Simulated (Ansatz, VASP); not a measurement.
# Cross-check of TiSi between VASP and Ansatz

Wanted: the spread between two codes on one cell, functional and k mesh. The cell is generated by rule, not measured, and may not be a known phase. Of the first pair: The two relaxations start from unlike cells of this crystal (the structure described is Ansatz's start), so only their ends are compared.

Calculated with Ansatz 0.2.0; plane waves, with VASP 6.6.1 beside it; relaxation of cell and atoms at PBEsol.

## 1. Starting point

Symmetry: P6_3/mmc, No. 194, hexagonal system. Conventional cell: a = 3.505 Å, b = 3.505 Å, c = 5.608 Å, α = 90.00°, β = 90.00°, γ = 120.00°. Nearest to Ti lie 6 Si at 2.46 Å. Nearest to Si lie 6 Ti at 2.46 Å. Farther neighbours are not listed.

## 2. VASP: relaxation of cell and atoms, PBEsol, pair 1

The relaxed volume is the usual yardstick between codes: in a stiff, nearly cubic crystal its relative difference is about their pressure difference at one cell divided by the bulk modulus.

Lines of VASP's logs that name or quote its potential files are left out, and so is its time.

Contents of INCAR:

```
SYSTEM = TiSi
PREC = Accurate
ENCUT = 500
EDIFF = 1E-07
NELM = 120
ISMEAR = 0
SIGMA = 0.1
LREAL = .FALSE.
ALGO = Normal
GGA = PS
NBANDS = 22
LASPH = .TRUE.
LORBIT = 11
LWAVE = .FALSE.
LCHARG = .FALSE.
ISIF = 3
IBRION = 2
NSW = 80
EDIFFG = -0.005
GGA_COMPAT = .FALSE.
NELMIN = 4
```

Contents of POSCAR:

```
TiSi
1.0
    3.4013390901      0.0000000000      0.0000000000
   -1.7006695450      2.9456462762      0.0000000000
    0.0000000000      0.0000000000      6.5400483206
Ti Si
2 2
Direct
    0.0000000000      0.0000000000      0.0000000000
    0.0000000000      0.0000000000      0.5000000000
    0.3333333882      0.6666667765      0.2500000892
    0.6666666118      0.3333332235      0.7500000892
```

Contents of KPOINTS:

```
Automatic mesh
0
Gamma
6 6 4
0 0 0
```

PAW data sets: Ti_sv and Si (PBE family, release 64).

On the command line:

```console
> mpirun -np 1 vasp_std
```

Numbers of over 12 decimals in the logs are rounded to 6 here.

Log:

```text
[banner, memory and clock lines left out]
running    1 mpi-ranks, on    1 nodes
 distrk:  each k-point on    1 cores,    1 groups
 distr:  one band on    1 cores,    1 groups

 POSCAR found type information on POSCAR TiSi
 POSCAR found :  2 types and       4 ions
|                                                                             |
|               ----> ADVICE to this user running VASP <----                  |
|                                                                             |
|     You enforced a specific xc type in the INCAR file but a different       |
|     [... a line on the potential file left out ...]
|     I HOPE YOU KNOW WHAT YOU ARE DOING!                                     |
|                                                                             |

 LDA part: xc-table for (Slater+PW92), standard interpolation
 POSCAR, INCAR and KPOINTS ok, starting setup
 FFT: planning ... GRIDC
 FFT: planning ... GRID_SOFT
 FFT: planning ... GRID
 WAVECAR not read
 entering main loop
       N       E                     dE             d eps       ncg     rms          rms(c)
DAV:   1     0.304952897123E+03    0.30495E+03   -0.15027E+04   924   0.154E+03
DAV:   2    -0.179656305067E+01   -0.30675E+03   -0.29870E+03   924   0.445E+02
DAV:   3    -0.326643381436E+02   -0.30868E+02   -0.29653E+02  1668   0.122E+02
DAV:   4    -0.344182510781E+02   -0.17539E+01   -0.17394E+01  1190   0.257E+01
DAV:   5    -0.345394138349E+02   -0.12116E+00   -0.12114E+00  1410   0.587E+00    0.170E+01
DAV:   6    -0.300884415833E+02    0.44510E+01   -0.37667E+01  1186   0.490E+01    0.516E+00
DAV:   7    -0.298614427460E+02    0.22700E+00   -0.36981E+00  1174   0.162E+01    0.353E+00
DAV:   8    -0.298476359164E+02    0.13807E-01   -0.33729E-01  1324   0.461E+00    0.108E+00
DAV:   9    -0.298417994709E+02    0.58364E-02   -0.67778E-02  1184   0.216E+00    0.398E-01
DAV:  10    -0.298430044980E+02   -0.12050E-02   -0.35868E-03  1200   0.555E-01    0.140E-01
DAV:  11    -0.298429210632E+02    0.83435E-04   -0.77936E-04  1416   0.246E-01    0.331E-02
DAV:  12    -0.298429166127E+02    0.44504E-05   -0.55007E-05  1276   0.573E-02    0.508E-03
DAV:  13    -0.298429160353E+02    0.57745E-06   -0.16943E-06  1190   0.111E-02    0.293E-03
DAV:  14    -0.298429162980E+02   -0.26273E-06   -0.22660E-07  1048   0.523E-03    0.112E-03
DAV:  15    -0.298429163551E+02   -0.57120E-07   -0.59719E-08   702   0.265E-03
   1 F= -.29842916E+02 E0= -.29841447E+02  d E =-.298429E+02
 curvature:   0.00 expect dE= 0.000E+00 dE for cont linesearch  0.000E+00
 trial: gam= 0.00000 g(F)=  0.493E-43 g(S)=  0.107E-03 ort = 0.000E+00 (trialstep = 0.100E+01)
 search vector abs. value=  0.107E-03
 bond charge predicted
       N       E                     dE             d eps       ncg     rms          rms(c)
DAV:   1    -0.298440757544E+02   -0.11595E-02   -0.27525E-02  1270   0.203E+00    0.297E-01
DAV:   2    -0.298430890739E+02    0.98668E-03   -0.10373E-02  1218   0.921E-01    0.858E-02
DAV:   3    -0.298429167430E+02    0.17233E-03   -0.11665E-03  1242   0.235E-01    0.334E-02
DAV:   4    -0.298429129770E+02    0.37660E-05   -0.19379E-04  1558   0.858E-02    0.183E-02
DAV:   5    -0.298429219258E+02   -0.89488E-05   -0.14076E-05  1112   0.253E-02    0.101E-02
DAV:   6    -0.298429285872E+02   -0.66614E-05   -0.24674E-05  1352   0.201E-02    0.345E-03
DAV:   7    -0.298429286256E+02   -0.38357E-07   -0.14019E-06  1278   0.684E-03    0.107E-03
DAV:   8    -0.298429285007E+02    0.12494E-06   -0.13735E-07   746   0.238E-03    0.551E-04
DAV:   9    -0.298429285412E+02   -0.40525E-07   -0.25143E-08   570   0.166E-03
   2 F= -.29842929E+02 E0= -.29841412E+02  d E =-.121860E-04
 trial-energy change:   -0.000012  1 .order   -0.000015   -0.000107    0.000078
 step:   0.5591(harm=  0.5798)  dis= 0.00000  next Energy=   -29.842946 (dE=-0.296E-04)
 bond charge predicted
       N       E                     dE             d eps       ncg     rms          rms(c)
DAV:   1    -0.298431671133E+02   -0.23861E-03   -0.53510E-03  1264   0.895E-01    0.131E-01
DAV:   2    -0.298429742277E+02    0.19289E-03   -0.19956E-03  1194   0.404E-01    0.378E-02
DAV:   3    -0.298429408027E+02    0.33425E-04   -0.22303E-04  1238   0.103E-01    0.148E-02
DAV:   4    -0.298429403430E+02    0.45976E-06   -0.37958E-05  1546   0.381E-02    0.810E-03
DAV:   5    -0.298429429854E+02   -0.26424E-05   -0.27503E-06  1114   0.113E-02    0.444E-03
DAV:   6    -0.298429456408E+02   -0.26554E-05   -0.47283E-06  1340   0.877E-03    0.148E-03
DAV:   7    -0.298429459016E+02   -0.26082E-06   -0.27461E-07  1050   0.302E-03    0.442E-04
DAV:   8    -0.298429459519E+02   -0.50297E-07   -0.23729E-08   552   0.108E-03
   3 F= -.29842946E+02 E0= -.29841450E+02  d E =-.295968E-04
 curvature:  -0.29 expect dE=-0.312E-05 dE for cont linesearch -0.154E-07
 trial: gam= 0.07828 g(F)=  0.143E-42 g(S)=  0.108E-04 ort = 0.239E-05 (trialstep = 0.912E+00)
 search vector abs. value=  0.118E-04
 reached required accuracy - stopping structural energy minimisation
```

Parts of OUTCAR (step 2):

```text
ion  position               nearest neighbor table
   1  0.000  0.000  0.000-   4 2.56   4 2.56   4 2.56   3 2.56   3 2.56   3 2.56
   2  0.000  0.000  0.500-   3 2.56   3 2.56   3 2.56   4 2.56   4 2.56   4 2.56
   3  0.333  0.667  0.250-   2 2.56   2 2.56   2 2.56   1 2.56   1 2.56   1 2.56
   4  0.667  0.333  0.750-   1 2.56   1 2.56   1 2.56   2 2.56   2 2.56   2 2.56

  LATTYP: Found a hexagonal cell.
 ALAT       =     3.4013390901
 C/A-ratio  =     1.9227863343

 Subroutine GETGRP returns: Found 24 space group operations
 (whereof 12 operations were pure point group operations)

The static configuration has the point symmetry D_3d.
 The point group associated with its full space group is D_6h.

 Found     21 irreducible k-points:

   k-points           NKPTS =     21   k-points in BZ     NKDIM =     21   number of bands    NBANDS=     22

   dimension x,y,z NGX =    28 NGY =   28 NGZ =   48
   dimension x,y,z NGXF=    56 NGYF=   56 NGZF=   96

   ENCUT  =  500.0 eV  36.75 Ry    6.06 a.u.   6.20  6.20 11.92*2*pi/ulx,y,z

   NELECT =      32.0000    total number of electrons

 k-points in reciprocal lattice and weights: Automatic mesh
   0.00000000  0.00000000  0.00000000       0.007
   0.16666667 -0.00000000  0.00000000       0.042
   0.33333333 -0.00000000  0.00000000       0.042
   0.50000000 -0.00000000  0.00000000       0.021
   0.16666667  0.16666667  0.00000000       0.042
   0.33333333  0.16666667  0.00000000       0.083
   0.33333333  0.33333333  0.00000000       0.014
   0.00000000  0.00000000  0.25000000       0.014
   0.16666667 -0.00000000  0.25000000       0.083
[...]
0.33333333  0.16666667  0.50000000       0.083
   0.33333333  0.33333333  0.50000000       0.014

 average (electrostatic) potential at core
       1 -72.3923       2 -72.3923       3 -80.1236       4 -80.1236

 E-fermi :   8.0975

 k-point     1 :       0.0000    0.0000    0.0000
  band No.  band energies     occupation
    ...
     10       0.3783      2.00000
     11       2.9065      2.00000
     12       6.9403      2.00000
     13       7.2480      2.00000
     14       7.2480      2.00000
     15       8.4580      0.00000
     16       8.4580      0.00000
     17       8.7206      0.00000
     18       8.7206      0.00000
     19       9.9360      0.00000
    ...

 k-point     2 :       0.1667   -0.0000    0.0000
  band No.  band energies     occupation
    ...
     12       6.6205      2.00000
     13       6.9933      2.00000
     14       7.3199      2.00000
     15       7.5416      2.00000
     16       8.0121      1.77280
     17       8.5175      0.00000
     18       8.7814      0.00000
     19       9.2584      0.00000
     20       9.9285      0.00000
     21      10.9362      0.00000
    ...

 k-point     3 :       0.3333   -0.0000    0.0000
  band No.  band energies     occupation
    ...
     12       4.9758      2.00000
     13       6.0729      2.00000
     14       6.6170      2.00000
     15       7.0930      2.00000
     16       7.2506      2.00000
     17       8.6781      0.00000
     18       8.8840      0.00000
     19       9.3761      0.00000
     20      10.0071      0.00000
     21      10.9156      0.00000
    ...

  Total       -0.0188719     -0.0188719      0.0135364     -0.0000000     -0.0000000      0.0000000
  in kB       -0.4610088     -0.4610089      0.3306698     -0.0000000     -0.0000000      0.0000000
  external PRESSURE =      -0.1971160 kB  Pullay stress =       0.0000000 kB

  energy-cutoff  :      500.00
  volume of cell :       65.59
      direct lattice vectors                 reciprocal lattice vectors
     3.401933871  0.000000000 -0.000000000     0.293950452  0.169712360  0.000000000
    -1.700966936  2.946161372  0.000000000    -0.000000000  0.339424720  0.000000000
     0.000000000 -0.000000000  6.543882938     0.000000000 -0.000000000  0.152814470

 POSITION                                       TOTAL-FORCE (eV/Angst)
 -----------------------------------------------------------------------------------
      0.00000     -0.00000      6.54388        -0.000000      0.000000      0.000000
      0.00000     -0.00000      3.27194        -0.000000      0.000000      0.000000
     -0.00000      1.96411      1.63597         0.000000     -0.000000      0.000000
      1.70097      0.98205      4.90791        -0.000000      0.000000      0.000000
 -----------------------------------------------------------------------------------
    total drift:                               -0.000000     -0.000000      0.000072

  FREE ENERGIE OF THE ION-ELECTRON SYSTEM (eV)
  ---------------------------------------------------
  free  energy   TOTEN  =       -29.8429459519 eV

  energy  without entropy=      -29.8399542676  energy(sigma->0) =      -29.84145011

 reached required accuracy - stopping structural energy minimisation

 total charge
# of ion       s       p       d       tot
------------------------------------------
    1        2.188   6.156   1.955  10.299
    2        2.188   6.156   1.955  10.299
    3        0.801   0.922   0.000   1.722
    4        0.801   0.922   0.000   1.722
--------------------------------------------------
tot          5.978  14.155   3.909  24.043

[... 3 further parts left out ...]
```

The run keeps the 24 symmetry operations of its start, so it cannot find a distortion of lower symmetry.

## 3. Ansatz: relaxation of cell and atoms, PBEsol, pair 1

Ansatz runs on its default PAW (the set named soft_2) files.

Its own start cell and the same functional, mesh and smearing now go to Ansatz, which takes its cutoff from its data sets.

Contents of input.yaml:

```yaml
crystal:
  lattice:
    - [3.50492, 0.0, 0.0]
    - [-1.75246, 3.03535, 0.0]
    - [0.0, 0.0, 5.60787]
  atoms:
    - { symbol: Ti, position: [0.0, 0.0, 0.0] }
    - { symbol: Ti, position: [0.0, 0.0, 0.5] }
    - { symbol: Si, position: [0.333333, 0.666667, 0.25] }
    - { symbol: Si, position: [0.666667, 0.333333, 0.75] }
kpoints:
  mp_grid: { grid: [6, 6, 4] }
hamiltonian:
  xc: pbesol
scf:
  occupations: { method: gaussian, width: 0.1 }
output:
  forces: true
  stress: true
  eigenvalues: true
relax:
  adjacent_minimum: "off"
  f_tol: 0.05
  max_steps: 80
  cell: { stress_tol: 0.5 }
```

On the command line:

```console
> ansatz run input.yaml --threads 4 --pin off --max-ram 7168MiB --backend cpu --events-out ev --progress --plain --runs-dir out
```

Log:

```text
Warning: the atoms were moved onto the symmetric positions of the space group found under crystal.symmetry.tolerance 1.0e-5 (fractional; no operation is sought that the atoms, as they stand in a round, miss by more than twice it, and no atom is moved by as much as it), and the run uses the moved positions. Before a round's move an operation carried an atom to 3.50e-6 Å from where it should land, the largest such dist [...]
The last accepted step is kept in <dir> (removed where the run ends without a failure and the disk answers)
Engine: ansatz 0.2.0, aarch64-unknown-linux-gnu
Pseudopotentials: kind: paw
Pseudopotential: Ti, paw, valence charge 12, recommended cutoff 420 eV (normal), Ti.paw.azcp
Pseudopotential: Si, paw, valence charge 4, recommended cutoff 420 eV (normal), Si.paw.azcp
Functional definition: PBEsol
  exchange = pbesol_x
  correlation = pbesol_c
Crystal: 4 atoms, lattice volume = 59.660 Å³
Basis set: ecut = 420 eV, 1141 PW (Γ), exchange–correlation on 48×48×80 points (8 copies of the dense FFT grid, shifted against one another)
Bands: 20, of which v1, the nominal top of the filled ones, is band 16 counted from 1 (15 counted from 0)
Symmetry: 24 space group operations
Space group: P63/mmc (ITA 194), of the structure as read, at distance tolerance 3.9e-5 Å
k-points: 21 of 144
Non-local potential: Ti, projectors of the file, l = 0: 3, l = 1: 2, l = 2: 3, l = 3: 1
Non-local potential: Si, projectors of the file, l = 0: 2, l = 1: 2, l = 2: 2
PAW form: soft (Blöchl's): semilocal exchange-correlation on the pseudo side does not see the compensation charge
PAW frozen core: Ti, regenerated for the run's functional, and the local potential with it (the file was generated under x = pbe(κ = 0.804, μ = 0.219515), c = pbe(β = 0.066725))
PAW frozen core: Si, regenerated for the run's functional, and the local potential with it (the file was generated under x = pbe(κ = 0.804, μ = 0.219515), c = pbe(β = 0.066725))
PAW one-centre angular grid: Ti, 590 points (default); XC on 64 Gauss nodes
PAW one-centre angular grid: Si, 110 points (default); XC on 64 Gauss nodes
Initial density: superposition of atomic densities (neutral atoms: chi_scale 0, normalization atom), corrected by the library's trained network
[...]
SCF iter   6: F=-6192.458374 eV  HF=-6192.458374 eV  |F-HF|=9.09e-11  |Δ(HF+E_count)|=  5.24e-10  Δρ=4.46e-7  dr2=1.36e-10  ethr=8.14e-12  ⟨swp⟩=2.4  Hψ=1417  notcnv=0
SCF 7 converged in 6 iterations: F = -6192.458374 eV  dr2 = 1.36e-10
relax step   7: F+E_penalty+E_count = -6192.45837401 eV  Δ(F+E_penalty+E_count) = -1.826e-2 eV  max|allowed force component| = 6.939e-17 eV/Å  Δτ_max = 0.0000 Å  P = +0.403 GPa  Ω = 65.471 Å³  stress off target by 1.07e0 GPa  SCF on the basis re-selected at this cell (its energy is not comparable with the rows above)  (6 SCF iters)
[...]
relax step   8: F+E_penalty+E_count = -6192.45982996 eV  Δ(F+E_penalty+E_count) = -1.456e-3 eV  max|allowed force component| = 2.591e-16 eV/Å  Δτ_max = 0.0000 Å  P = +0.120 GPa  Ω = 65.494 Å³  energy of the carried Pulay correction = -2.305e-6 eV  (6 SCF iters, dr2 threshold 4.00e-7 eV, accepted)
[...]
relax step   9: F+E_penalty+E_count = -6192.45982925 eV  Δ(F+E_penalty+E_count) = +7.142e-7 eV  max|allowed force component| = 2.220e-16 eV/Å  Δτ_max = 0.0000 Å  P = +0.121 GPa  Ω = 65.494 Å³  stress off target by 2.12e-1 GPa  SCF on the basis re-selected at this cell (its energy is not comparable with the rows above)  (7 SCF iters)
basis re-selected at this cell: Δ(F+E_penalty+E_count) = +7.142e-7 eV, ΔP = +0.001 GPa vs the last step (what re-selecting the basis moved, of the pressure what is left beyond the Pulay correction that the steps carried, after the strain that the cell walked since its last selection, with what the two solves' SCF thresholds leave and, on support functions, any second-order correction that the steps lacked; it is no m [...]
SCF converged after 7 iterations
Free energy (F): -6192.459829 eV
Harris-Foulkes:  -6192.459829 eV  (|F-HF|=9.09e-13)
Internal energy: -6192.456968 eV  (E = F + TS)
E sigma→0 (E₀):  -6192.458399 eV
Entropy (-TS):   -0.002861 eV (-0.715 meV/atom)
Fermi energy:    11.006642 eV
--- Per-component energies (eV) ---
  E_band       = -321.642628
  E_kinetic    = 627.755044
  E_local      = -2020.894875  (includes V_loc(G=0)·N_el)
  E_nonlocal   = 71.326506
  E_hartree    = 842.696034
  E_xc         = -305.170289
  E_vxc        = -339.730770  (∫ρ·V_xc dr)
  E_paw        = -3042.637271  (= ΣΔE_a)
  E_vpaw       = -345.490829  (= ΣTr[D̂ρ^β])
  E_aug_tail   = 0.000224  (compensation charges beyond the density's cutoff)
  E_ewald      = -2365.874231
  E_core_change = 0.341890  (= ΣΔE_core)
  E_smearing   = -0.002861  (= −TS)
  E_closure    = 0.000000  (closes the sum)
  Σ components = -6192.459829   (vs F -6192.459829, Δ=0.00e0)
--- Forces (eV/Å), atoms counted from 1 ---
  atom   1  Ti     0.00000000    -0.00000000     0.00000000
  atom   2  Ti    -0.00000000    -0.00000000     0.00000000
  atom   3  Si    -0.00000000    -0.00000000     0.00000000
  atom   4  Si    -0.00000000     0.00000000     0.00000000
  max |Σ_I F_I| component: 2.78e-17 eV/Å
--- Stress (GPa, compression-positive) ---
        0.075323       0.000000       0.000000
       -0.000000       0.075323       0.000000
        0.000000       0.000000       0.211680
  P = ⅓ Tr σ = 0.1208 GPa (1.208 kbar)
--- Band table (eV; the first three rows and the last of 21) ---
  k-point 0: bands = [... 12 lower, 10.1520, 10.1520, 11.3716, 11.3716, 11.6307, 11.6307, 12.8493, 12.9185]
  k-point 1: bands = [... 12 lower, 10.2953, 10.2953, 11.1458, 11.1458, 11.7606, 11.7606, 12.6162, 12.6162]
  k-point 2: bands = [... 12 lower, 10.6812, 10.6812, 10.6812, 10.6812, 12.1228, 12.1228, 12.1228, 12.1228]
  k-point 20: bands = [... 12 lower, 8.3725, 8.3725, 9.2522, 9.2522, 11.3354, 11.3354, 13.2982, 13.2982]
--- Relaxed structure (7 steps of the walk, 7 accepted, 2 SCFs on fresh bases) ---
  F+E_penalty+E_count = -6192.45982925 eV   max|allowed force component| = 2.220e-16 eV/Å   (the final SCF, on the basis selected at the relaxed cell)
  cell:  # Å, volume = 65.4942 Å³
    - [3.401104, 0, 0.0]
    - [-1.700552, 2.945443, 0.0]
    - [0.0, 0.0, 6.537810]
  atoms:
    - { symbol: Ti, position: [0, 0, 0] }
    - { symbol: Ti, position: [0, 0, 0.500000] }
    - { symbol: Si, position: [0.333333, 0.666667, 0.250000] }
    - { symbol: Si, position: [0.666667, 0.333333, 0.75] }
```

The column dr2 measures how far the density is from self-consistency, as an energy; F and HF (Harris–Foulkes) agree once it is small.

## 4. Comparison

Known differences besides the potentials themselves: the cutoff is 420 eV in Ansatz and 500 eV in VASP; Ansatz makes its cores anew for this functional, VASP keeps those of its PBE data sets; Ansatz adds a Pulay correction to the stress that steers its cell, VASP none. Total energies have different zeros and are not compared.

Both answers:

```tsv
quantity	Ansatz	VASP	difference
volume (Å³)	65.49	65.59	-0.14 %
edge a after relaxation, in the typed setting (Å)	3.401	3.402	-0.02 %
edge c after relaxation, in the typed setting (Å)	6.538	6.544	-0.09 %
```

(Continued in part 2 of 2.)

[Lines on the potential files, build, host, timing and source positions are cut from VASP's logs without a mark.]

[Logs are printed without paths, hosts, clocks, repeated set-up lines and the standing remarks that a program may print on its own settings, such as how far it seeks lower states.]

[Hosts, paths, dates, database ids (printed as entryN), source tags and the programs' standing remarks are cut or masked in the printed files.]
